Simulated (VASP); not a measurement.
These are PBE GGA, VASP's PBE PAW potentials (set 64) (plane waves; VASP) values and carry that method's errors.

VASP ran on this input.

### KPOINTS
```
Automatic mesh
0
Gamma
  12 12 6
```

**POSCAR**
```
Tc
8.780
  0.1560364465  -0.2702630979   0.0000000000
  0.1560364465   0.2702630979   0.0000000000
  0.0000000000   0.0000000000   0.5000000000
Tc
2
Cartesian
  0.1560364465   0.0900878795   0.1250000000
  0.1560364465  -0.0900878795   0.3750000000
```

**INCAR**
```
SYSTEM = Tc
PREC = Accurate
ENCUT = 400
EDIFF = 1E-6
NELM = 100
ALGO = Normal
LREAL = .FALSE.
LASPH = .TRUE.
ISMEAR = 1
SIGMA = 0.1
GGA = PE
LMAXMIX = 4
LWAVE = .FALSE.
LCHARG = .FALSE.
ISIF = 2
```

POTCAR, in this order: Tc_pv (PBE.64 set). Program: vasp_std.

The resulting files:

**OSZICAR**
```
       N       E                     dE             d eps       ncg     rms          rms(c)
DAV:   1     0.272609117355E+03    0.27261E+03   -0.14691E+04  2624   0.132E+03
DAV:   2    -0.154926189568E+02   -0.28810E+03   -0.28534E+03  2889   0.413E+02
DAV:   3    -0.220808279592E+02   -0.65882E+01   -0.64493E+01  3117   0.732E+01
DAV:   4    -0.221344684478E+02   -0.53640E-01   -0.53571E-01  2805   0.665E+00
DAV:   5    -0.221350155389E+02   -0.54709E-03   -0.54701E-03  2981   0.608E-01    0.237E+01
DAV:   6    -0.208533438990E+02    0.12817E+01   -0.31131E+00  2734   0.175E+01    0.738E+00
DAV:   7    -0.207051364162E+02    0.14821E+00   -0.56454E-01  2940   0.671E+00    0.933E-01
DAV:   8    -0.206952954322E+02    0.98410E-02   -0.99843E-03  2660   0.105E+00    0.731E-02
DAV:   9    -0.206953974417E+02   -0.10201E-03   -0.18697E-04  3042   0.120E-01    0.183E-02
DAV:  10    -0.206953947570E+02    0.26847E-05   -0.11457E-05  2746   0.309E-02    0.112E-02
DAV:  11    -0.206953941552E+02    0.60188E-06   -0.18317E-06  1421   0.138E-02
   1 F= -.20695394E+02 E0= -.20695230E+02  d E =-.493229E-03
```

File OUTCAR:
```
------------------------ aborting loop because EDIFF is reached ----------------------------------------
  FORCE on cell =-STRESS in cart. coord.  units (eV):
  Direction    XX          YY          ZZ          XY          YZ          ZX
  --------------------------------------------------------------------------------------
  Total        0.2746962      0.2746963      0.3316408      0.0000000      0.0000000     -0.0000000
  in kB       15.4193815     15.4193866     18.6158199      0.0000000      0.0000000     -0.0000000
  external PRESSURE =      16.4848626 kB  Pullay stress =       0.0000000 kB
  volume of cell :       28.54
      direct lattice vectors                 reciprocal lattice vectors
     1.370000000 -2.372910000  0.000000000     0.364963504 -0.210711742  0.000000000
     1.370000000  2.372910000  0.000000000     0.364963504  0.210711742  0.000000000
     0.000000000  0.000000000  4.390000000     0.000000000  0.000000000  0.227790433
 POSITION                                       TOTAL-FORCE (eV/Angst)
 -----------------------------------------------------------------------------------
      1.37000      0.79097      1.09750         0.000000      0.000000      0.000000
      1.37000     -0.79097      3.29250        -0.000000     -0.000000      0.000000
 -----------------------------------------------------------------------------------
    total drift:                               -0.000026      0.000617     -0.000042
  FREE ENERGIE OF THE ION-ELECTRON SYSTEM (eV)
  ---------------------------------------------------
  free  energy   TOTEN  =       -20.6953941552 eV

  energy  without entropy=      -20.6949009257  energy(sigma->0) =      -20.69522975
```
(Selected blocks of OUTCAR.)

File OUTCAR:
```
 val. band max:       12.6758678647   @ k =   0.1667   0.0833   0.1667

 cond. band min:      12.7004113277   @ k =   0.3333   0.0000   0.5000


 Fermi energy:        12.6865617588

 k-point     1 :       0.0000    0.0000    0.0000
  band No.  band energies     occupation
      1     -26.7581      2.00000
      2     -25.6433      2.00000
      3     -25.6433      2.00000
      4     -25.4542      2.00000
      5     -25.4542      2.00000
      6     -25.4132      2.00000
      7       5.3673      2.00000
      8       7.2584      2.00000
      9      11.1407      2.00000
     10      11.1407      2.00000
     11      11.2205      2.00000
     12      11.8634      2.00000
     13      11.8634      2.00000
     14      12.5625      2.07084
     15      12.5626      2.07085
     16      14.3902     -0.00000
     17      15.2377      0.00000

 k-point     2 :       0.0833    0.0000    0.0000
  band No.  band energies     occupation
      1     -26.7295      2.00000
      2     -25.7068      2.00000
      3     -25.6640      2.00000
      4     -25.5206      2.00000
      5     -25.4631      2.00000
      6     -25.4253      2.00000
      7       5.6281      2.00000
      8       7.4689      2.00000
      9      10.6671      2.00000
     10      11.3644      2.00000
     11      11.6059      2.00000
     12      11.7461      2.00000
     13      12.0717      2.00000
     14      12.2128      2.00000
     15      12.3881      2.00020
     16      13.2208     -0.00000
     17      15.3476      0.00000

 k-point     3 :       0.1667    0.0000    0.0000
  band No.  band energies     occupation
      1     -26.6476      2.00000
      2     -25.8809      2.00000
      3     -25.7188      2.00000
      4     -25.6975      2.00000
      5     -25.4890      2.00000
      6     -25.4615      2.00000
      7       6.3386      2.00000
      8       7.9595      2.00000
      9      10.1294      2.00000
     10      11.0103      2.00000
     11      11.3793      2.00000
...
```

The compound is Tc in the hcp structure. The cell was not relaxed at this level.
